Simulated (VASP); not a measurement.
```
CELL_PARAMETERS angstrom
      0.00000     2.86191     2.86191
      2.86191     0.00000     2.86191
      2.86191     2.86191     0.00000
ATOMIC_POSITIONS crystal
  Ga 0.00000 0.00000 0.00000
  Sb 0.25000 0.25000 0.25000
```

Method: PBE GGA, VASP's PBE PAW potentials (set 64) (plane waves; VASP). Run with 500 eV cut-off, 8×8×8 Γ-centred mesh, Gaussian smearing of 0.050 eV, potentials Ga_d Sb.

**Question.** Estimate the energy per atom (σ→0), pressure.

**Answer.** 
```
Item                           Result
---------------------  --------------
energy per atom (σ→0)  -3359 meV/atom
pressure                    19.91 GPa
```

The compound is GaSb in the zinc blende structure. It was relaxed first under an external pressure of 20 GPa.
